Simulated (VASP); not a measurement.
These are LDA (Ceperley-Alder, Perdew-Zunger), VASP's LDA PAW potentials (set 64) (plane waves; VASP 6.6.1) values and carry that method's errors.

VASP ran on this input.

### KPOINTS
```
kpoints
0
Gamma
  9 9 9
```

**INCAR**
```
SYSTEM = Ni3Fe
PREC = Accurate; ENCUT = 500; LREAL = .False.
LASPH = .True.
EDIFF = 1E-6; NELM = 100; ALGO = Normal
LMAXMIX = 4
ISMEAR = 1; SIGMA = 0.1
MAGMOM = 2.7 0.6 0.6 0.6
ISPIN = 2
IBRION = 2; NSW = 40; ISIF = 3
EDIFFG = -0.02
LWAVE = .False.; LCHARG = .False.; LORBIT = 10
```

File POSCAR:
```
Ni3Fe
1.0
  3.4449051279   0.0000000000   0.0000000000
  0.0000000000   3.4449051279   0.0000000000
  0.0000000000   0.0000000000   3.4449051279
Fe Ni
1 3
Cartesian
  0.0000000000   0.0000000000   0.0000000000
  0.0000000000   1.7224525639   1.7224525639
  1.7224525639   0.0000000000   1.7224525639
  1.7224525639   1.7224525639   0.0000000000
```

POTCAR, in this order: Fe Ni (LDA.64 set). Program: vasp_std.

Q: What will the output report for the number of irreducible k-points (NKPTS), largest plane-wave count, number of space-group operations, FFT grid (NGX, NGY, NGZ)?

A: 
| Quantity | Value |
|---|---|
| number of irreducible k-points (NKPTS) | 35 |
| largest plane-wave count | 1052 |
| number of space-group operations | 48 |
| FFT grid (NGX, NGY, NGZ) | 28 × 28 × 28 |

The compound is Ni3Fe in the L1_2 structure. It was relaxed first, which changed the volume by -9 %.
